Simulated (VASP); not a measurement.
Method: PBEsol GGA, VASP's PBE PAW potentials (set 64) (plane waves; VASP 6.6.1).

The input files of a VASP run:

KPOINTS:
```
Automatic mesh
0
Gamma
8 8 15
0 0 0
```

**INCAR**
```
! general
SYSTEM  = AgRh3
PREC    = Accurate
ENCUT   = 400
LREAL   = .False.
LASPH   = .True.

! electronic loop
EDIFF   = 1E-7
NELM    = 100
ALGO    = Normal
LMAXMIX = 4

! smearing
ISMEAR  = -5

! functional
GGA     = PS

! ions
ISIF    = 2

! output
LWAVE   = .False.
LCHARG  = .True.
LORBIT  = 11
NEDOS   = 601

! other
LEFG    = .True.
```

### POSCAR
```
AgRh3
1.0
 -0.0144540648   3.8286680081   3.8566336360
  3.8286680081  -0.0144540648   3.8566336360
  1.9071069717   1.9071069717   0.0000000000
Rh Ag
3 1
Cartesian
  0.0000000000   0.0000000000   0.0000000000
  1.9143340041  -0.0072270324   1.9283168180
 -0.0072270324   1.9143340041   1.9283168180
  1.9071069717   1.9071069717   3.8566336360
```

POTCAR, in this order: Rh_pv Ag (PBE.64 set). Program: vasp_std.

The resulting files:

OSZICAR:
```
       N       E                     dE             d eps       ncg     rms          rms(c)
DAV:   1     0.561573273271E+03    0.56157E+03   -0.29586E+04 19330   0.158E+03
DAV:   2    -0.121272053699E+02   -0.57370E+03   -0.56386E+03 20122   0.500E+02
DAV:   3    -0.288532384370E+02   -0.16726E+02   -0.16418E+02 19098   0.931E+01
DAV:   4    -0.290593753028E+02   -0.20614E+00   -0.20522E+00 18811   0.981E+00
DAV:   5    -0.290622818333E+02   -0.29065E-02   -0.29064E-02 18830   0.126E+00    0.201E+01
DAV:   6    -0.268992222276E+02    0.21631E+01   -0.99077E+00 18459   0.289E+01    0.111E+01
DAV:   7    -0.268098202844E+02    0.89402E-01   -0.18733E+00 18397   0.138E+01    0.401E+00
DAV:   8    -0.268406622335E+02   -0.30842E-01   -0.14187E+00 18881   0.112E+01    0.468E+00
DAV:   9    -0.267243393950E+02    0.11632E+00   -0.98284E-01 18970   0.661E+00    0.221E+00
DAV:  10    -0.267112853157E+02    0.13054E-01   -0.33018E-02 18535   0.198E+00    0.155E-01
DAV:  11    -0.267110755042E+02    0.20981E-03   -0.19732E-03 19011   0.365E-01    0.685E-02
DAV:  12    -0.267110751239E+02    0.38024E-06   -0.17576E-04 18251   0.162E-01    0.175E-02
DAV:  13    -0.267110774588E+02   -0.23348E-05   -0.13168E-05 18901   0.388E-02    0.518E-03
DAV:  14    -0.267110761390E+02    0.13197E-05   -0.62998E-07 16306   0.554E-03    0.194E-03
DAV:  15    -0.267110758744E+02    0.26458E-06   -0.13933E-07  9731   0.443E-03    0.474E-04
DAV:  16    -0.267110759008E+02   -0.26398E-07   -0.23541E-08  9041   0.122E-03
   1 F= -.26711076E+02 E0= -.26711076E+02  d E =0.000000E+00
```

**OUTCAR**
```
------------------------ aborting loop because EDIFF is reached ----------------------------------------
  FORCE on cell =-STRESS in cart. coord.  units (eV):
  Direction    XX          YY          ZZ          XY          YZ          ZX
  --------------------------------------------------------------------------------------
  Total        0.0485364      0.0485364     -0.0728850     -0.0106741      0.0000000      0.0000000
  in kB        1.3755632      1.3755632     -2.0656236     -0.3025129      0.0000000      0.0000000
  external PRESSURE =       0.2285009 kB  Pullay stress =       0.0000000 kB
  volume of cell :       56.53
      direct lattice vectors                 reciprocal lattice vectors
    -0.014454065  3.828668008  3.856633636    -0.130102555  0.130102555  0.129646746
     3.828668008 -0.014454065  3.856633636     0.130102555 -0.130102555  0.129646746
     1.907106972  1.907106972  0.000000000     0.262177218  0.262177218 -0.259293491
 POSITION                                       TOTAL-FORCE (eV/Angst)
 -----------------------------------------------------------------------------------
      0.00000      0.00000      0.00000         0.000000     -0.000000      0.000000
      1.91433     -0.00723      1.92832        -0.000000      0.000000     -0.000000
     -0.00723      1.91433      1.92832        -0.000000     -0.000000      0.000000
      1.90711      1.90711      3.85663        -0.000000      0.000000     -0.000000
 -----------------------------------------------------------------------------------
    total drift:                               -0.000000     -0.000000      0.000000
  FREE ENERGIE OF THE ION-ELECTRON SYSTEM (eV)
  ---------------------------------------------------
  free  energy   TOTEN  =       -26.7110759008 eV

  energy  without entropy=      -26.7110759008  energy(sigma->0) =      -26.71107590

 total charge

# of ion       s       p       d       tot
------------------------------------------
    1        0.397   6.274   7.073  13.744
    2        0.383   6.258   7.113  13.754
    3        0.383   6.258   7.113  13.754
    4        0.491   0.498   9.106  10.095
--------------------------------------------------
tot          1.655  19.288  30.404  51.347

 Electric field gradients after diagonalization (V/A^2)
 (convention: |V_zz| > |V_xx| > |V_yy|)
----------------------------------------------------------------------
 ion       V_xx      V_yy      V_zz     asymmetry (V_yy - V_xx)/ V_zz
----------------------------------------------------------------------
   1     -32.759    -1.223    33.982       0.928
   2      24.547     7.858   -32.406       0.515
   3      24.547     7.858   -32.406       0.515
   4       8.136     4.923   -13.059       0.246
```
(Selected blocks of OUTCAR.)

For a metal the tetrahedron method with Blöchl corrections gives inexact stress and forces.

The structure was generated: AgRh3 was put into an ordered model structure (Cmmm), which need not be its known phase. It was relaxed first.
